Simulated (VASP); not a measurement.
# A VASP study of Ti3AlC2 (r2SCAN): structure first, properties next, part 4 of 6

Wanted: the relaxed cell of Ti3AlC2 and its properties. Left out of this account: 1 further run (core levels: core levels are not valid at this level). The start is a computed cell from the Materials Project.

VASP 6.6.1; r2SCAN; plane waves and PAW (Ti_sv, Al, C).

So far. Step 4 (Band structure (r2SCAN)): Of the bands kept, 4 cross the Fermi level on this path. Step 5 (Density of states (r2SCAN)): The finer mesh and the other smearing move the Fermi level by +0.03 eV from the 8×8×2 run, a small shift, which tests the Fermi level alone. Of the states within 0.3 eV of the Fermi level, the largest shares in the PAW spheres are Ti d 60 %. The rest lies in smaller channels or between the spheres.

### Step 6. Volume scan with r2SCAN

An equation of state needs energies on both sides of the minimum, all on one mesh and cutoff.

INCAR reads:

```
SYSTEM = Ti3AlC2
PREC = Accurate
ENCUT = 520
EDIFF = 1E-06
NELM = 100
ISMEAR = 0
SIGMA = 0.05
LREAL = .FALSE.
ALGO = Normal
METAGGA = R2SCAN
LASPH = .TRUE.
NBANDS = 59
LORBIT = 11
LWAVE = .FALSE.
LCHARG = .FALSE.
KPAR = 8
ISIF = 2
```

POSCAR reads:

```
Ti3AlC2
1.0
    3.0097141148      0.0000000000      0.0000000000
   -1.5048570574      2.6064888815      0.0000000000
    0.0000000000      0.0000000000     18.2285252578
Ti Al C
6 2 4
Direct
    0.6666666700      0.3333333300      0.3723665973
    0.3333333300      0.6666666700      0.8723665973
    0.3333333300      0.6666666700      0.6276334027
    0.6666666700      0.3333333300      0.1276334027
    0.0000000000      0.0000000000      0.5000000000
    0.0000000000      0.0000000000      0.0000000000
    0.0000000000      0.0000000000      0.7500000000
    0.0000000000      0.0000000000      0.2500000000
    0.3333333300      0.6666666700      0.4304594190
    0.6666666700      0.3333333300      0.9304594190
    0.3333333300      0.6666666700      0.0695405810
    0.6666666700      0.3333333300      0.5695405810
```

KPOINTS reads:

```
Automatic mesh
0
Gamma
8 8 2
0 0 0
```

Potentials, in the order of the species: Ti_sv, Al and C (PBE family, release 64).

Started as:

```bash
$ mpirun -np 8 vasp_std
```

Log:

```text
[... set-up lines as in an earlier step ...]
 entering main loop
       N       E                     dE             d eps       ncg     rms          rms(c)
DAV:   1     0.130478182961E+04    0.13048E+04   -0.45958E+04  2360   0.194E+03
DAV:   2     0.409285354746E+02   -0.12639E+04   -0.12276E+04  2360   0.608E+02
DAV:   3    -0.162943446058E+03   -0.20387E+03   -0.19656E+03  3470   0.210E+02
DAV:   4    -0.186993520594E+03   -0.24050E+02   -0.23921E+02  3408   0.661E+01
DAV:   5    -0.188666464394E+03   -0.16729E+01   -0.16716E+01  3712   0.161E+01    0.461E+01
DAV:   6    -0.139701789141E+03    0.48965E+02   -0.17679E+02  3026   0.881E+01    0.114E+01
DAV:   7    -0.141479020262E+03   -0.17772E+01   -0.20193E+01  3488   0.275E+01    0.837E+00
DAV:   8    -0.141150639470E+03    0.32838E+00   -0.73764E+00  3237   0.152E+01    0.497E+00
DAV:   9    -0.141226880009E+03   -0.76241E-01   -0.12064E+00  3386   0.607E+00    0.167E+00
DAV:  10    -0.141218222662E+03    0.86573E-02   -0.52702E-01  3650   0.401E+00    0.982E-01
DAV:  11    -0.141221691768E+03   -0.34691E-02   -0.64901E-02  3592   0.166E+00    0.482E-01
DAV:  12    -0.141221081896E+03    0.60987E-03   -0.99371E-03  3240   0.871E-01    0.137E-01
DAV:  13    -0.141221138215E+03   -0.56319E-04   -0.17878E-03  3568   0.250E-01    0.367E-02
DAV:  14    -0.141221147769E+03   -0.95535E-05   -0.17802E-04  3896   0.100E-01    0.276E-02
DAV:  15    -0.141221161734E+03   -0.13965E-04   -0.89663E-05  3224   0.619E-02    0.760E-03
DAV:  16    -0.141221158366E+03    0.33673E-05   -0.37440E-06  2360   0.145E-02    0.498E-03
DAV:  17    -0.141221159888E+03   -0.15215E-05   -0.12964E-06  1704   0.687E-03    0.164E-03
DAV:  18    -0.141221158883E+03    0.10046E-05   -0.33677E-07  1608   0.471E-03    0.765E-04
DAV:  19    -0.141221159045E+03   -0.16184E-06   -0.88791E-08  1568   0.180E-03
   1 F= -.14122116E+03 E0= -.14121907E+03  d E =-.416853E-02
```

Elapsed: 61 s, on 8 MPI ranks of Intel Xeon 6975P-C (Granite Rapids), shared host; peak memory 3.2 GiB; 8.1 min of CPU time.

Parts of OUTCAR (step 6):

```text
   ENCUT  =  520.0 eV  38.22 Ry    6.18 a.u.   5.60  5.60 33.89*2*pi/ulx,y,z

   NELECT =      94.0000    total number of electrons

 E-fermi :   9.0644

 k-point     1 :       0.0000    0.0000    0.0000
  band No.  band energies     occupation
    ...
     40       7.4105      2.00000
     41       7.4105      2.00000
     42       7.4149      2.00000
     43       7.4149      2.00000
     44       7.9263      2.00000
     45       9.8734      0.00000
     46      10.0313      0.00000
     47      10.0417      0.00000
     48      10.0417      0.00000
     49      10.0524      0.00000
    ...

  Total       12.0269582     12.0269582     12.2290137      0.0000000      0.0000000      0.0000000
  in kB      134.7515372    134.7515372    137.0153918      0.0000000      0.0000000      0.0000000
  external PRESSURE =     135.5061554 kB  Pullay stress =       0.0000000 kB

 POSITION                                       TOTAL-FORCE (eV/Angst)
 -----------------------------------------------------------------------------------
      1.50486      0.86883      6.78769         0.000000      0.000000     -0.649588
     -0.00000      1.73766     15.90196         0.000000      0.000000     -0.649588
     -0.00000      1.73766     11.44083        -0.000000     -0.000000      0.649588
      1.50486      0.86883      2.32657         0.000000     -0.000000      0.649588
      0.00000      0.00000      9.11426         0.000000     -0.000000     -0.000000
      0.00000      0.00000      0.00000         0.000000     -0.000000     -0.000000
      0.00000      0.00000     13.67139         0.000000     -0.000000     -0.000000
      0.00000      0.00000      4.55713         0.000000     -0.000000     -0.000000
     -0.00000      1.73766      7.84664        -0.000000     -0.000000      0.121584
      1.50486      0.86883     16.96090        -0.000000      0.000000      0.121584
     -0.00000      1.73766      1.26762        -0.000000     -0.000000     -0.121584
      1.50486      0.86883     10.38188        -0.000000      0.000000     -0.121584
 -----------------------------------------------------------------------------------
    total drift:                                0.000000      0.000000      0.000000

  FREE ENERGIE OF THE ION-ELECTRON SYSTEM (eV)
  ---------------------------------------------------
  free  energy   TOTEN  =      -141.2211590451 eV

  energy  without entropy=     -141.2169905190  energy(sigma->0) =     -141.21907478

[... 4 parts as in an earlier step ...]

[... 12 further parts left out ...]
```

The scan keeps the cell's shape and the fractional positions fixed.

Numbers from this step:

- SCF cycles: 19
- bands: 59
- irreducible k-points: 20
- free energy (TOTEN): -141.2212 eV
- energy at zero smearing: -141.2191 eV
- Fermi energy: 9.064 eV
- pressure: 13.55 GPa

Force by atom:

```
atom  x (eV/Å)  y (eV/Å)  z (eV/Å)   size
 Ti1     0.000     0.000    -0.650  0.650
 Ti2     0.000     0.000    -0.650  0.650
 Ti3     0.000     0.000     0.650  0.650
 Ti4     0.000     0.000     0.650  0.650
 Ti5     0.000     0.000     0.000  0.000
 Ti6     0.000     0.000     0.000  0.000
 Al7     0.000     0.000     0.000  0.000
 Al8     0.000     0.000     0.000  0.000
  C9     0.000     0.000     0.122  0.122
 C10     0.000     0.000     0.122  0.122
 C11     0.000     0.000    -0.122  0.122
 C12     0.000     0.000    -0.122  0.122
```

The pressure here is 13.55 GPa.

### Step 7. Volume scan with r2SCAN (run 2)

INCAR is that of step 6.

POSCAR: that of step 6 with these lines changed.

```diff
@@ -2,5 +2,5 @@
 1.0
-    3.0097141148      0.0000000000      0.0000000000
-   -1.5048570574      2.6064888815      0.0000000000
-    0.0000000000      0.0000000000     18.2285252578
+    3.0309099830      0.0000000000      0.0000000000
+   -1.5154549915      2.6248450418      0.0000000000
+    0.0000000000      0.0000000000     18.3568993835
 Ti Al C
```

KPOINTS is that of step 6.

Started as:

```bash
$ mpirun -np 8 vasp_std
```

Log:

```text
[... set-up lines as in an earlier step ...]
 entering main loop
       N       E                     dE             d eps       ncg     rms          rms(c)
DAV:   1     0.130598215605E+04    0.13060E+04   -0.45465E+04  2360   0.194E+03
DAV:   2     0.417718366120E+02   -0.12642E+04   -0.12253E+04  2360   0.608E+02
DAV:   3    -0.163146337120E+03   -0.20492E+03   -0.19757E+03  3463   0.210E+02
DAV:   4    -0.187236053283E+03   -0.24090E+02   -0.23952E+02  3400   0.664E+01
DAV:   5    -0.188988766154E+03   -0.17527E+01   -0.17513E+01  3720   0.161E+01    0.447E+01
DAV:   6    -0.139978065425E+03    0.49011E+02   -0.17980E+02  3029   0.877E+01    0.111E+01
DAV:   7    -0.141699834253E+03   -0.17218E+01   -0.20170E+01  3488   0.269E+01    0.821E+00
DAV:   8    -0.141371852460E+03    0.32798E+00   -0.72178E+00  3234   0.148E+01    0.488E+00
DAV:   9    -0.141435190788E+03   -0.63338E-01   -0.11420E+00  3389   0.583E+00    0.163E+00
DAV:  10    -0.141428600411E+03    0.65904E-02   -0.48012E-01  3658   0.384E+00    0.935E-01
DAV:  11    -0.141432506739E+03   -0.39063E-02   -0.61882E-02  3624   0.163E+00    0.425E-01
DAV:  12    -0.141432187065E+03    0.31967E-03   -0.82063E-03  3245   0.815E-01    0.135E-01
DAV:  13    -0.141432223948E+03   -0.36883E-04   -0.17701E-03  3520   0.242E-01    0.342E-02
DAV:  14    -0.141432238133E+03   -0.14184E-04   -0.18698E-04  3853   0.947E-02    0.261E-02
DAV:  15    -0.141432246027E+03   -0.78944E-05   -0.84901E-05  3192   0.576E-02    0.588E-03
DAV:  16    -0.141432243426E+03    0.26012E-05   -0.32826E-06  2352   0.135E-02    0.424E-03
DAV:  17    -0.141432244685E+03   -0.12589E-05   -0.10969E-06  1640   0.648E-03    0.171E-03
DAV:  18    -0.141432243802E+03    0.88260E-06   -0.32567E-07  1597   0.467E-03
   1 F= -.14143224E+03 E0= -.14143023E+03  d E =-.402894E-02
```

It took 58 s on 8 MPI ranks; peak memory 3.2 GiB.

Parts of OUTCAR (step 7):

```text
   ENCUT  =  520.0 eV  38.22 Ry    6.18 a.u.   5.64  5.64 34.13*2*pi/ulx,y,z

   NELECT =      94.0000    total number of electrons

 E-fermi :   8.8455

 k-point     1 :       0.0000    0.0000    0.0000
  band No.  band energies     occupation
    ...
     40       7.2120      2.00000
     41       7.2120      2.00000
     42       7.2164      2.00000
     43       7.2164      2.00000
     44       7.7141      2.00000
     45       9.6319      0.00000
     46       9.7862      0.00000
     47       9.7971      0.00000
     48       9.7972      0.00000
     49       9.8075      0.00000
    ...

  Total        7.7651677      7.7651677      7.9057216     -0.0000000      0.0000000      0.0000000
  in kB       85.1893661     85.1893661     86.7313415     -0.0000000      0.0000000      0.0000000
  external PRESSURE =      85.7033579 kB  Pullay stress =       0.0000000 kB

 POSITION                                       TOTAL-FORCE (eV/Angst)
 -----------------------------------------------------------------------------------
      1.51546      0.87495      6.83550        -0.000000      0.000000     -0.415563
     -0.00000      1.74990     16.01395         0.000000     -0.000000     -0.415563
     -0.00000      1.74990     11.52140         0.000000     -0.000000      0.415563
      1.51546      0.87495      2.34295        -0.000000      0.000000      0.415563
      0.00000      0.00000      9.17845        -0.000000      0.000000      0.000000
      0.00000      0.00000      0.00000        -0.000000      0.000000      0.000000
      0.00000      0.00000     13.76767         0.000000      0.000000      0.000000
      0.00000      0.00000      4.58922        -0.000000      0.000000     -0.000000
     -0.00000      1.74990      7.90190        -0.000000      0.000000      0.077687
      1.51546      0.87495     17.08035         0.000000      0.000000      0.077687
     -0.00000      1.74990      1.27655        -0.000000      0.000000     -0.077687
      1.51546      0.87495     10.45500        -0.000000      0.000000     -0.077687
 -----------------------------------------------------------------------------------
    total drift:                                0.000000      0.000000      0.000000

  FREE ENERGIE OF THE ION-ELECTRON SYSTEM (eV)
  ---------------------------------------------------
  free  energy   TOTEN  =      -141.4322438020 eV

  energy  without entropy=     -141.4282148626  energy(sigma->0) =     -141.43022933

[... 4 parts as in an earlier step ...]

[... 12 further parts left out ...]
```

Numbers from this step:

```yaml
scf_cycles: 18
free_energy_toten: -141.4322 eV
energy_at_zero_smearing: -141.4302 eV
fermi_energy: 8.845 eV
pressure: 8.570 GPa
```

Force by atom:

```csv
atom,x (eV/Å),y (eV/Å),z (eV/Å),size
Ti1,0.000,0.000,-0.416,0.416
Ti2,0.000,0.000,-0.416,0.416
Ti3,0.000,0.000,0.416,0.416
Ti4,0.000,0.000,0.416,0.416
Ti5,0.000,0.000,0.000,0.000
Ti6,0.000,0.000,0.000,0.000
Al7,0.000,0.000,0.000,0.000
Al8,0.000,0.000,0.000,0.000
C9,0.000,0.000,0.078,0.078
C10,0.000,0.000,0.078,0.078
C11,0.000,0.000,-0.078,0.078
C12,0.000,0.000,-0.078,0.078
```

The pressure falls from 13.55 to 8.57 GPa.

The run ends at a pressure of 8.57 GPa, with forces up to 0.42 eV/Å.

### Step 8. Volume scan with r2SCAN (run 3)

INCAR is that of step 7.

POSCAR: that of step 7 with these lines changed.

```diff
@@ -2,5 +2,5 @@
 1.0
-    3.0309099830      0.0000000000      0.0000000000
-   -1.5154549915      2.6248450418      0.0000000000
-    0.0000000000      0.0000000000     18.3568993835
+    3.0518134710      0.0000000000      0.0000000000
+   -1.5259067355      2.6429479935      0.0000000000
+    0.0000000000      0.0000000000     18.4835026903
 Ti Al C
```

KPOINTS is that of step 7.

Started as:

```bash
$ mpirun -np 8 vasp_std
```

Log:

```text
[... set-up lines as in an earlier step ...]
 entering main loop
       N       E                     dE             d eps       ncg     rms          rms(c)
DAV:   1     0.129605908521E+04    0.12961E+04   -0.45713E+04  2360   0.193E+03
DAV:   2     0.400520620897E+02   -0.12560E+04   -0.12199E+04  2360   0.605E+02
DAV:   3    -0.164211962779E+03   -0.20426E+03   -0.19751E+03  3548   0.208E+02
DAV:   4    -0.187466578251E+03   -0.23255E+02   -0.23104E+02  3400   0.650E+01
[...]
DAV:  16    -0.141553400310E+03    0.18451E-05   -0.33677E-06  2333   0.135E-02    0.334E-03
DAV:  17    -0.141553401392E+03   -0.10810E-05   -0.94215E-07  1624   0.564E-03    0.136E-03
DAV:  18    -0.141553400757E+03    0.63437E-06   -0.27459E-07  1600   0.424E-03
   1 F= -.14155340E+03 E0= -.14155144E+03  d E =-.391277E-02
```

Run time: 58 s. Hardware: 8 MPI ranks; peak memory 3.2 GiB.

From OUTCAR (step 8):

```text
  Total        3.7606286      3.7606286      3.8359023      0.0000000      0.0000000      0.0000000
  in kB       40.4147735     40.4147735     41.2237261      0.0000000      0.0000000      0.0000000
  external PRESSURE =      40.6844244 kB  Pullay stress =       0.0000000 kB

 POSITION                                       TOTAL-FORCE (eV/Angst)
 -----------------------------------------------------------------------------------
      1.52591      0.88098      6.88264         0.000000     -0.000000     -0.198211
     -0.00000      1.76197     16.12439        -0.000000     -0.000000     -0.198211
     -0.00000      1.76197     11.60086        -0.000000     -0.000000      0.198211
      1.52591      0.88098      2.35911         0.000000      0.000000      0.198211
      0.00000      0.00000      9.24175        -0.000000      0.000000      0.000000
      0.00000      0.00000      0.00000        -0.000000      0.000000      0.000000
      0.00000      0.00000     13.86263        -0.000000      0.000000      0.000000
      0.00000      0.00000      4.62088        -0.000000      0.000000      0.000000
     -0.00000      1.76197      7.95640         0.000000     -0.000000      0.035963
      1.52591      0.88098     17.19815        -0.000000      0.000000      0.035963
     -0.00000      1.76197      1.28535         0.000000      0.000000     -0.035963
      1.52591      0.88098     10.52710        -0.000000      0.000000     -0.035963
 -----------------------------------------------------------------------------------
    total drift:                                0.000000      0.000000      0.000000

  FREE ENERGIE OF THE ION-ELECTRON SYSTEM (eV)
  ---------------------------------------------------
  free  energy   TOTEN  =      -141.5534007572 eV

  energy  without entropy=     -141.5494879835  energy(sigma->0) =     -141.55144437

[... 1 part as in an earlier step ...]

[... 2 further parts left out ...]
[key lines of the parts left out:]
E-fermi :   8.6338
```

The pressure falls from 8.57 to 4.07 GPa.

The run ends at a pressure of 4.07 GPa, with forces up to 0.20 eV/Å.

### Step 9. Volume scan with r2SCAN (run 4)

INCAR is that of step 8.

POSCAR: that of step 8 with these lines changed.

```diff
@@ -2,5 +2,5 @@
 1.0
-    3.0518134710      0.0000000000      0.0000000000
-   -1.5259067355      2.6429479935      0.0000000000
-    0.0000000000      0.0000000000     18.4835026903
+    3.0724344578      0.0000000000      0.0000000000
+   -1.5362172289      2.6608062919      0.0000000000
+    0.0000000000      0.0000000000     18.6083950105
 Ti Al C
```

KPOINTS is that of step 8.

Started as:

```bash
$ mpirun -np 8 vasp_std
```

Log:

```text
[... set-up lines as in an earlier step ...]
 entering main loop
       N       E                     dE             d eps       ncg     rms          rms(c)
DAV:   1     0.128714308803E+04    0.12871E+04   -0.45873E+04  2360   0.191E+03
DAV:   2     0.368560607185E+02   -0.12503E+04   -0.12137E+04  2360   0.601E+02
DAV:   3    -0.164776329062E+03   -0.20163E+03   -0.19501E+03  3502   0.207E+02
DAV:   4    -0.187671355074E+03   -0.22895E+02   -0.22766E+02  3424   0.646E+01
[...]
DAV:  14    -0.141593008037E+03   -0.24780E-04   -0.14217E-04  3717   0.732E-02    0.189E-02
DAV:  15    -0.141593005132E+03    0.29053E-05   -0.64621E-05  3200   0.395E-02    0.557E-03
DAV:  16    -0.141593005570E+03   -0.43823E-06   -0.37472E-06  2301   0.139E-02
   1 F= -.14159301E+03 E0= -.14159110E+03  d E =-.382093E-02
```

Elapsed: 53 s, on 8 MPI ranks; peak memory 3.2 GiB; 7 min of CPU time.

From OUTCAR (step 9):

```text
  Total       -0.0077509     -0.0077509      0.0061514      0.0000000      0.0000000      0.0000000
  in kB       -0.0816311     -0.0816311      0.0647857      0.0000000      0.0000000      0.0000000
  external PRESSURE =      -0.0328255 kB  Pullay stress =       0.0000000 kB

 POSITION                                       TOTAL-FORCE (eV/Angst)
 -----------------------------------------------------------------------------------
      1.53622      0.88694      6.92914         0.000000     -0.000000      0.003656
     -0.00000      1.77387     16.23334         0.000000      0.000000      0.003656
     -0.00000      1.77387     11.67925        -0.000000      0.000000     -0.003656
      1.53622      0.88694      2.37505         0.000000     -0.000000     -0.003656
      0.00000      0.00000      9.30420        -0.000000     -0.000000      0.000000
      0.00000      0.00000      0.00000        -0.000000     -0.000000      0.000000
      0.00000      0.00000     13.95630         0.000000     -0.000000      0.000000
      0.00000      0.00000      4.65210        -0.000000      0.000000      0.000000
     -0.00000      1.77387      8.01016        -0.000000      0.000000     -0.003912
      1.53622      0.88694     17.31436         0.000000     -0.000000     -0.003912
     -0.00000      1.77387      1.29404        -0.000000      0.000000      0.003912
      1.53622      0.88694     10.59824         0.000000     -0.000000      0.003912
 -----------------------------------------------------------------------------------
    total drift:                                0.000000      0.000000      0.000000

  FREE ENERGIE OF THE ION-ELECTRON SYSTEM (eV)
  ---------------------------------------------------
  free  energy   TOTEN  =      -141.5930055698 eV

  energy  without entropy=     -141.5891846367  energy(sigma->0) =     -141.59109510

[... 2 parts as in an earlier step ...]

[... 1 further part left out ...]
[key lines of the parts left out:]
E-fermi :   8.4290
```

The pressure falls from 4.07 to 0.00 GPa.

The run ends at a pressure of 0.00 GPa, with forces up to 0.0039 eV/Å.

[end of part 4 of 6]

[Lines on the potential files, build, host, timing and source positions are cut from VASP's logs without a mark.]

[Logs are printed without paths, hosts, clocks, repeated set-up lines and the standing remarks that a program may print on its own settings, such as how far it seeks lower states.]

[Hosts, paths, dates, database ids (printed as entryN), source tags and the programs' standing remarks are cut or masked in the printed files.]

[A measured line is paired with the nearest computed mode of its activity, which favours agreement.]
